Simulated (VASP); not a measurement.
# LaW6 (Pm-3m) in VASP: single point with PBE

Aim: the single point of LaW6 with PBE.

All numbers are computed with VASP 6.6.1; they aren't measurements. Logs are shortened: lines on timing, memory, paths and dates and some standing lists are left out, and cuts for length are marked.

## (1) The cell of the first run

Symmetry: Pm-3m, No. 221, cubic system. The conventional cell has a = 6.068 Å, b = 6.068 Å, c = 6.068 Å, α = 90.00°, β = 90.00°, γ = 90.00°. La (site symmetry m-3m) has 24 W at 4.46 Å as nearest neighbours. W (site symmetry 4mm) is surrounded by 5 W at 2.40 to 2.59 Å.

The cell was built by a generator and needn't be a form met in nature.

## (2) Single point, PBE (species swapped into the SrB6 type (Pm-3m, No. 221))

INCAR reads:

```
  PREC = Accurate
  ENCUT = 520
  EDIFF = 1E-6
  ISMEAR = 0
  SIGMA = 0.1
  LREAL = False
  LASPH = True
  NELM = 100
  ALGO = Fast
  ISIF = 2
  LWAVE = False
  LCHARG = False
  GGA = PE
  NBANDS = 56
```

KPOINTS reads:

```
regular mesh
0
Gamma
  6 6 6
```

POSCAR reads:

```
LaW6
1.0
    6.0681153692      0.0000000000      0.0000000000
    0.0000000000      6.0681153692      0.0000000000
    0.0000000000      0.0000000000      6.0681153692
La W
1 6
Direct
    0.0000000000      0.0000000000      0.0000000000
    0.5000000000      0.5000000000      0.1979728014
    0.5000000000      0.5000000000      0.8020271986
    0.1979728014      0.5000000000      0.5000000000
    0.8020271986      0.5000000000      0.5000000000
    0.5000000000      0.1979728014      0.5000000000
    0.5000000000      0.8020271986      0.5000000000
```

Potentials or basis: VASP PAW PBE potentials, release 64 (La, W_sv).

Launch:

```
cat potpaw_PBE.64/La/POTCAR potpaw_PBE.64/W_sv/POTCAR > POTCAR
mpirun -np 1 vasp_std > vasp.out
```

OUTCAR:

```text
PREC = Accurate
   ENCUT = 520
   EDIFF = 1E-6
   ISMEAR = 0
   LREAL = False
   LASPH = True
   NELM = 100
   ISIF = 2
   GGA = PE

 ion  position               nearest neighbor table
   1  0.000  0.000  0.000-
   2  0.500  0.500  0.198-   3 2.40   4 2.59   5 2.59   6 2.59   7 2.59
   3  0.500  0.500  0.802-   2 2.40   4 2.59   5 2.59   6 2.59   7 2.59
   4  0.198  0.500  0.500-   5 2.40   3 2.59   2 2.59   6 2.59   7 2.59
   5  0.802  0.500  0.500-   4 2.40   3 2.59   2 2.59   6 2.59   7 2.59
   6  0.500  0.198  0.500-   7 2.40   3 2.59   4 2.59   5 2.59   2 2.59
   7  0.500  0.802  0.500-   6 2.40   3 2.59   4 2.59   5 2.59   2 2.59

  LATTYP: Found a simple cubic cell.
 ALAT       =     6.0681153692

  Lattice vectors:

 A1 = (   6.0681153692,   0.0000000000,   0.0000000000)
 A2 = (   0.0000000000,   6.0681153692,   0.0000000000)
 A3 = (   0.0000000000,   0.0000000000,   6.0681153692)

Analysis of symmetry for initial positions (statically):
=====================================================================
 Subroutine PRICEL returns:
 Original cell was already a primitive cell.

 Routine SETGRP: Setting up the symmetry group for a
 simple cubic supercell.

 Subroutine GETGRP returns: Found 48 space group operations
 (whereof 48 operations were pure point group operations)
 out of a pool of 48 trial point group operations.

The static configuration has the point symmetry O_h .

Analysis of symmetry for dynamics (positions and initial velocities):
=====================================================================
 Subroutine PRICEL returns:
 Original cell was already a primitive cell.

 Routine SETGRP: Setting up the symmetry group for a
 simple cubic supercell.

 Subroutine GETGRP returns: Found 48 space group operations
 (whereof 48 operations were pure point group operations)
 out of a pool of 48 trial point group operations.

The dynamic configuration has the point symmetry O_h .

 Subroutine INISYM returns: Found 48 space group operations
 (whereof 48 operations are pure point group operations),
 and found     1 'primitive' translations

----------------------------------------------------------------------------------------

                                     Primitive cell

  volume of cell :     223.4403

  direct lattice vectors                    reciprocal lattice vectors
     6.068115369  0.000000000  0.000000000     0.164795812  0.000000000  0.000000000
     0.000000000  6.068115369  0.000000000     0.000000000  0.164795812  0.000000000
     0.000000000  0.000000000  6.068115369     0.000000000  0.000000000  0.164795812

  length of vectors
     6.068115369  6.068115369  6.068115369     0.164795812  0.164795812  0.164795812

  position of ions in fractional coordinates (direct lattice)
     0.000000000  0.000000000  0.000000000
     0.500000000  0.500000000  0.197972801
     0.500000000  0.500000000  0.802027199
     0.197972801  0.500000000  0.500000000
     0.802027199  0.500000000  0.500000000
     0.500000000  0.197972801  0.500000000
     0.500000000  0.802027199  0.500000000

  ion indices of the primitive-cell ions
   primitive index   ion index
                 1           1
                 2           2
                 3           3
                 4           4
                 5           5
                 6           6
                 7           7

----------------------------------------------------------------------------------------

 KPOINTS: regular mesh

Automatic generation of k-mesh.
 Grid dimensions read from file:
 generate k-points for:    6    6    6

 Generating k-lattice:

  Cartesian coordinates                     Fractional coordinates (reciprocal lattice)
     0.027465969  0.000000000  0.000000000     0.166666667  0.000000000  0.000000000
     0.000000000  0.027465969  0.000000000     0.000000000  0.166666667  0.000000000
     0.000000000  0.000000000  0.027465969     0.000000000  0.000000000  0.166666667

  Length of vectors
     0.027465969  0.027465969  0.027465969

  Shift w.r.t. Gamma in fractional coordinates (k-lattice)
     0.000000000  0.000000000  0.000000000

 Subroutine IBZKPT returns following result:
 ===========================================

 Found     20 irreducible k-points:

 Following reciprocal coordinates:
            Coordinates               Weight
  0.000000  0.000000  0.000000      1.000000
  0.166667  0.000000  0.000000      6.000000
  0.333333  0.000000  0.000000      6.000000
  0.500000  0.000000  0.000000      3.000000
  0.166667  0.166667  0.000000     12.000000
  0.333333  0.166667  0.000000     24.000000
[... 12 lines left out ...]
  0.500000  0.500000  0.333333      6.000000
  0.500000  0.500000  0.500000      1.000000
   k-points           NKPTS =     20   k-points in BZ     NKDIM =     20   number of bands    NBANDS=     56
   number of dos      NEDOS =    301   number of ions     NIONS =      7
   total plane-waves  NPLWV = 110592
   dimension x,y,z NGX =    48 NGY =   48 NGZ =   48
   dimension x,y,z NGXF=    96 NGYF=   96 NGZF=   96
   ions per type =               1   6
   NGX,Y,Z   is equivalent  to a cutoff of  13.15, 13.15, 13.15 a.u.
   NGXF,Y,Z  is equivalent  to a cutoff of  26.30, 26.30, 26.30 a.u.
 SYSTEM =  unknown system
   PREC   = accura    normal or accurate (medium, high low for compatibility)
   ISTART =      0    job   : 0-new  1-cont  2-samecut
   ICHARG =      2    charge: 1-file 2-atom 10-const
   ISPIN  =      1    spin polarized calculation?
   LNONCOLLINEAR =      F non collinear calculations
   LSORBIT =      F    spin-orbit coupling
   LASPH  =      T    aspherical Exc in radial PAW
   ENCUT  =  520.0 eV  38.22 Ry    6.18 a.u.  11.28 11.28 11.28*2*pi/ulx,y,z
   NELM   =    100;   NELMIN=  2; NELMDL= -5     # of ELM steps
   EDIFF  = 0.1E-05   stopping-criterion for ELM
   LREAL  =      F    real-space projection
   EDIFFG = 0.1E-04   stopping-criterion for IOM
   NSW    =      0    number of steps for IOM
   IBRION =     -1    ionic relax: 0-MD 1-quasi-New 2-CG
   NFREE  =      0    steps in history (QN), initial steepest desc. (CG)
   ISIF   =      2    stress and relaxation
   ISYM   =      2    0-nonsym 1-usesym 2-fastsym
   POTIM  = 0.5000    time-step for ionic-motion
   TEBEG  =    0.0;   TEEND  =   0.0 temperature during run
   PSTRESS=    0.0 pullay stress
   NELECT =      95.0000    total number of electrons
   NUPDOWN=      -1.0000    fix difference up-down
   EMIN   =  10.00;   EMAX   =-10.00  energy-range for DOS
   EFERMI =   0.00;   METHOD = LEGACY
   ISMEAR =     0;   SIGMA  =   0.10  broadening in eV -4-tet -1-fermi 0-gaus
   EFERMI_NEDOS =   21; number of points for ismear=-14 and -15
   IALGO  =     68    algorithm
   IMIX   =      4    mixing-type and parameters
     AMIX     =   0.40;   BMIX     =  1.00
     AMIX_MAG =   1.60;   BMIX_MAG =  1.00
  volume/ion in A,a.u.               =      31.92       215.41
  Fermi-wavevector in a.u.,A,eV,Ry     =   1.231012  2.326275 20.618132  1.515390
  Thomas-Fermi vector in A             =   2.365838
   LORBIT       =      0    0 simple, 1 ext, 2 COOP (PROOUT), +10 PAW based schemes
   GGA     = PE    functional components
   LHFCALC =     F    Hartree Fock is set to
   AEXX    =    0.0000 exact exchange contribution
   IVDW    =     0    specifies the selected vdW correction
   LEPSILON=     F    determine dielectric tensor
   LRPA    =     F    only Hartree local field effects (RPA)
 non-spin polarized calculation
 RMM-DIIS sequential band-by-band and
 Gauss-broadening in eV      SIGMA  =   0.10
  energy-cutoff  :      520.00
  volume of cell :      223.44
 maximum number of plane-waves:      6062
 NGX is ok and might be reduce to    48
   NGX = 23   NGY = 23   NGZ = 23

 number of electron      94.9999976 magnetization

 Free energy of the ion-electron system (eV)
  ---------------------------------------------------
  ext. energy  EPLUGINS =         0.00000000
  ---------------------------------------------------
  free energy    TOTEN  =       -67.34095053 eV

  energy without entropy =      -67.28830085  energy(sigma->0) =      -67.31462569

 E-fermi :   4.1463     XC(G=0):  -9.4766

 val. band max:        4.1411571229   @ k =   0.5000   0.3333   0.1667
 cond. band min:       4.1901132920   @ k =   0.5000   0.5000   0.1667
 fundamental gap:      0.0489561691
 Fermi energy:         4.1462533524

 k-point     1 :       0.0000    0.0000    0.0000
  band No.  band energies     occupation
      1     -69.1723      2.00000
      2     -68.9990      2.00000
      3     -68.9990      2.00000
      4     -68.9196      2.00000
      5     -68.9196      2.00000
      6     -68.9196      2.00000
[... 48 lines left out ...]
     55       4.9838      0.00000
     56       4.9857      0.00000

 k-point     2 :       0.1667    0.0000    0.0000
  band No.  band energies     occupation
      1     -69.1669      2.00000
      2     -69.0143      2.00000
      3     -68.9990      2.00000
      4     -68.9196      2.00000
      5     -68.9196      2.00000
      6     -68.9098      2.00000
[... 48 lines left out ...]
     55       4.7801      0.00000
     56       5.1348      0.00000

 k-point     3 :       0.3333    0.0000    0.0000
  band No.  band energies     occupation
      1     -69.1536      2.00000
      2     -69.0420      2.00000
      3     -68.9990      2.00000
      4     -68.9196      2.00000
      5     -68.9196      2.00000
      6     -68.8954      2.00000
[... 936 lines left out ...]
 k-point    19 :       0.5000    0.5000    0.3333
  band No.  band energies     occupation
      1     -69.0809      2.00000
      2     -69.0565      2.00000
      3     -69.0565      2.00000
      4     -69.0057      2.00000
      5     -68.8685      2.00000
      6     -68.8611      2.00000
[... 48 lines left out ...]
     55       4.7009      0.00000
     56       4.7300      0.00000

 k-point    20 :       0.5000    0.5000    0.5000
  band No.  band energies     occupation
      1     -69.0565      2.00000
      2     -69.0565      2.00000
      3     -69.0565      2.00000
      4     -69.0375      2.00000
      5     -68.8611      2.00000
      6     -68.8611      2.00000
[... 48 lines left out ...]
     55       5.4699      0.00000
     56       5.4863      0.00000

------------------------ aborting loop because EDIFF is reached ----------------------------------------

  FORCE on cell =-STRESS in cart. coord.  units (eV):
  Direction    XX          YY          ZZ          XY          YZ          ZX
  --------------------------------------------------------------------------------------
  -------------------------------------------------------------------------------------
  Total        0.5363653      0.5363653      0.5363653      0.0000000      0.0000000     -0.0000000
  in kB        3.8460045      3.8460045      3.8460045      0.0000000      0.0000000     -0.0000000
  external PRESSURE =       3.8460045 kB  Pullay stress =       0.0000000 kB

 VOLUME and BASIS-vectors are now :
 -----------------------------------------------------------------------------
  energy-cutoff  :      520.00
  volume of cell :      223.44
      direct lattice vectors                 reciprocal lattice vectors
     6.068115369  0.000000000  0.000000000     0.164795812  0.000000000  0.000000000
     0.000000000  6.068115369  0.000000000     0.000000000  0.164795812  0.000000000
     0.000000000  0.000000000  6.068115369     0.000000000  0.000000000  0.164795812

 POSITION                                       TOTAL-FORCE (eV/Angst)
 -----------------------------------------------------------------------------------
      0.00000      0.00000      0.00000         0.000000      0.000000     -0.000000
      3.03406      3.03406      1.20132         0.000000      0.000000      0.038517
      3.03406      3.03406      4.86679         0.000000     -0.000000     -0.038517
      1.20132      3.03406      3.03406         0.038517     -0.000000     -0.000000
      4.86679      3.03406      3.03406        -0.038517      0.000000     -0.000000
      3.03406      1.20132      3.03406         0.000000      0.038517     -0.000000
      3.03406      4.86679      3.03406         0.000000     -0.038517     -0.000000
 -----------------------------------------------------------------------------------
    total drift:                                0.000000     -0.000000      0.000000

  FREE ENERGIE OF THE ION-ELECTRON SYSTEM (eV)
  ---------------------------------------------------
  free  energy   TOTEN  =       -67.3409505331 eV

  energy  without entropy=      -67.2883008491  energy(sigma->0) =      -67.31462569
```

It took 11 min on 1 thread of Intel Xeon Platinum 8488C (Sapphire Rapids), shared host; peak memory 0.45 GiB.

Results:

| Item | Value |
| --- | --- |
| Free energy | -67.3410 eV |
| Pressure | 0.4 GPa |
| Largest force | 0.039 eV/Å |
| Band gap on the k mesh | none (metal or under the smearing width) |

Forces on the atoms (eV/Å):
```
La   0.000  0.000  0.000
W    0.000  0.000  0.039
W    0.000  0.000 -0.039
W    0.039  0.000  0.000
W   -0.039  0.000  0.000
W    0.000  0.039  0.000
W    0.000 -0.039  0.000
```

The run has no spin-orbit coupling, so splittings on La, W are missing.
